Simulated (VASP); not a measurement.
Level of theory: PBEsol GGA, VASP's PBE PAW potentials (set 64) (plane waves; VASP).

Input for VASP

### POSCAR
```
Mg
1.0
  1.4392211789  -2.4928046836   0.0000000000
  1.4392211789   2.4928046836   0.0000000000
  0.0000000000   0.0000000000   4.6661991553
Mg
2
Cart
  1.4392211789   0.8309365564   1.1665497888
  1.4392211789  -0.8309365564   3.4996493665
```

File KPOINTS:
```
Automatic mesh
0
Gamma
15 15 8
0 0 0
```

### INCAR
```
ALGO = Normal
EDIFF = 1E-6
EDIFFG = -0.02
ENCUT = 500
GGA = PS
IBRION = 2
ISIF = 3
ISMEAR = 1
LASPH = .TRUE.
LCHARG = .FALSE.
LREAL = .FALSE.
LWAVE = .FALSE.
NELM = 100
NSW = 40
PREC = Accurate
PSTRESS = 200
SIGMA = 0.1
SYSTEM = Mg
```

POTCAR, in this order: Mg (PBE.64 set). Program: vasp_std.

The resulting files:

**OSZICAR**
```
       N       E                     dE             d eps       ncg     rms          rms(c)
DAV:   1     0.482057482520E+00    0.48206E+00   -0.13938E+03  1620   0.477E+02
DAV:   2    -0.289953245507E+01   -0.33816E+01   -0.31812E+01  2244   0.322E+01
DAV:   3    -0.291874896834E+01   -0.19217E-01   -0.19226E-01  2178   0.346E+00
DAV:   4    -0.291880576868E+01   -0.56800E-04   -0.56800E-04  2166   0.147E-01
DAV:   5    -0.291880619327E+01   -0.42459E-06   -0.42421E-06  2208   0.988E-03    0.955E-01
DAV:   6    -0.290021848605E+01    0.18588E-01   -0.15059E-04  2016   0.151E-01    0.606E-01
DAV:   7    -0.288686948799E+01    0.13349E-01   -0.55436E-04  1812   0.250E-01    0.262E-02
DAV:   8    -0.288681252207E+01    0.56966E-04   -0.20932E-05  2430   0.392E-02    0.604E-03
DAV:   9    -0.288681005749E+01    0.24646E-05   -0.16231E-06  1854   0.104E-02    0.702E-04
DAV:  10    -0.288681018875E+01   -0.13125E-06   -0.26393E-08  1164   0.130E-03
   1 F= 0.12927297E+01 E0= 0.12928388E+01  d E =0.129273E+01
       N       E                     dE             d eps       ncg     rms          rms(c)
DAV:   1    -0.288573558984E+01    0.10745E-02   -0.41964E-03  2100   0.391E-01    0.290E-02
DAV:   2    -0.288572326128E+01    0.12329E-04   -0.19310E-05  1770   0.315E-02    0.177E-02
DAV:   3    -0.288571529987E+01    0.79614E-05   -0.90687E-06  2022   0.135E-02    0.360E-04
DAV:   4    -0.288571529733E+01    0.25438E-08   -0.12029E-07  1068   0.292E-03
   2 F= 0.12913836E+01 E0= 0.12914161E+01  d E =-.134610E-02
       N       E                     dE             d eps       ncg     rms          rms(c)
DAV:   1    -0.288484561864E+01    0.86968E-03   -0.62182E-04  2094   0.151E-01    0.929E-03
DAV:   2    -0.288484450235E+01    0.11163E-05   -0.27396E-06  1728   0.120E-02    0.569E-03
DAV:   3    -0.288484380436E+01    0.69799E-06   -0.98613E-07  1332   0.447E-03
   3 F= 0.12912577E+01 E0= 0.12912550E+01  d E =-.147199E-02
```

OUTCAR:
```
------------------------ aborting loop because EDIFF is reached ----------------------------------------
  FORCE on cell =-STRESS in cart. coord.  units (eV):
  Direction    XX          YY          ZZ          XY          YZ          ZX
  --------------------------------------------------------------------------------------
  Total        4.1837077      4.1837097      4.1848429      0.0000000      0.0000000     -0.0000000
  in kB      200.3642712    200.3643701    200.4186407      0.0000000      0.0000000     -0.0000000
  external PRESSURE =       0.3824273 kB  Pullay stress =     200.0000000 kB
  volume of cell :       33.45
      direct lattice vectors                 reciprocal lattice vectors
     1.444451499 -2.501864003  0.000000000     0.346152155 -0.199850991  0.000000000
     1.444451499  2.501864003  0.000000000     0.346152155  0.199850991  0.000000000
     0.000000000  0.000000000  4.628656728    -0.000000000 -0.000000000  0.216045401
 POSITION                                       TOTAL-FORCE (eV/Angst)
 -----------------------------------------------------------------------------------
      1.44445      0.83396      1.15716         0.000000      0.000000     -0.000000
      1.44445     -0.83396      3.47149        -0.000000     -0.000000      0.000000
 -----------------------------------------------------------------------------------
    total drift:                               -0.000000     -0.000008      0.000001
  FREE ENERGIE OF THE ION-ELECTRON SYSTEM (eV)
  ---------------------------------------------------
  free  energy   TOTEN  =        -2.8848438044 eV

  energy  without entropy=       -2.8848520168  energy(sigma->0) =       -2.88484654
  enthalpy is  TOTEN    =         1.2912576916 eV   P V=        4.1761014960

 reached required accuracy - stopping structural energy minimisation
```
(Selected blocks of OUTCAR.)

### CONTCAR
```
Mg
   1.00000000000000
     1.4444514993193671   -2.5018640033072033    0.0000000000000000
     1.4444514993193671    2.5018640033072033    0.0000000000000000
     0.0000000000000000    0.0000000000000000    4.6286567282839988
  Mg
     2
Direct
     0.3333330000000032    0.6666669999999968    0.2500000000000000
     0.6666669999999968    0.3333330000000032    0.7500000000000000
```

The compound is Mg in the hcp structure. This run relaxes it under an external pressure of 20 GPa. Symmetry was kept, so distortions that lower it aren't found.
